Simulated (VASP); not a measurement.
The system is CoSn.

```
Co Sn
1.0
     5.24604    0.00000    0.00000
    -2.62302    4.54320    0.00000
     0.00000    0.00000    4.18759
Co Sn
3 3
Direct
  0.00000 0.50000 0.00000
  0.50000 0.50000 0.00000
  0.50000 0.00000 0.00000
  0.66667 0.33333 0.50000
  0.33333 0.66667 0.50000
  0.00000 0.00000 0.00000
```

The cell is a database's computed one.

| Quantity | Value |
| --- | --- |
| Program | VASP 6.6.1 |
| Task | relaxation of cell and atoms |
| Functional | PBE |
| Potentials or basis | VASP PAW PBE potentials, release 64 (Co, Sn_d) |
| Cutoff | 600 eV |
| k mesh | 9 × 9 × 9 |
| Occupations | methfessel-paxton, width 0.1 eV |
| Spin | no spin polarisation |

At the start: pressure 4.0 GPa; volume 16.63 Å³/atom.

Task: How do energy, volume and symmetry change on relaxing?

Result: Over 3 steps the energy falls by 5.8 meV/atom and the volume is 17.12 Å³/atom (+2.9 %); space group P6/mmm (No. 191, to 0.05 Å).

The path:
```tsv
step	energy change (eV)	largest force (eV/Å)	pressure (GPa)	volume (Å³)
1	0.0000	0.0000	4.00	99.81
2	0.0023	0.0000	-3.60	105.92
3	-0.0350	0.0000	0.03	102.73
```

Final structure:
```
Co Sn
1.0
     5.29692    0.00000    0.00000
    -2.64846    4.58727    0.00000
     0.00000    0.00000    4.22775
Co Sn
3 3
Cartesian
  -1.3242 2.2936 4.2278
  1.3242 2.2936 4.2278
  2.6485 0.0000 4.2278
  2.6485 1.5291 2.1139
  0.0000 3.0582 2.1139
  0.0000 0.0000 4.2278
```
